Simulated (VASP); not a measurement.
Crystal: CdTe.

```
Cd Te
1.0
     0.00000    3.23240    3.25670
     3.23240    0.00000    3.25670
     3.23240    3.23240    0.00000
Cd Te
1 1
Direct
  0.00000 0.00000 0.00000
  0.25000 0.25000 0.25000
```

The cell was built by a generator and isn't the measured one.

Base run:

```yaml
Program: VASP 6.6.1
Functional: PBE
Potentials_or_basis: VASP PAW PBE potentials, release 64 (Cd, Te)
Cutoff: 520 eV
k_mesh: 8 × 8 × 8
Occupations: gaussian, width 0.02 eV
Spin: non-collinear spin, zero start, spin-orbit coupling
Starting_moments: "[[0.0, 0.0, 0.0], [0.0, 0.0, 0.0]] μB"
```

Its results: pressure 2.7 GPa; net moment 0.00 μB per cell.

Q: The run is repeated on the same cell with these changes: functional from PBE to LDA; potentials or basis from VASP PAW PBE potentials, release 64 (Cd, Te) to VASP PAW LDA potentials, release 64 (Cd, Te). What comes out?

A: Pressure -1.2 GPa; net moment 0.00 μB per cell.
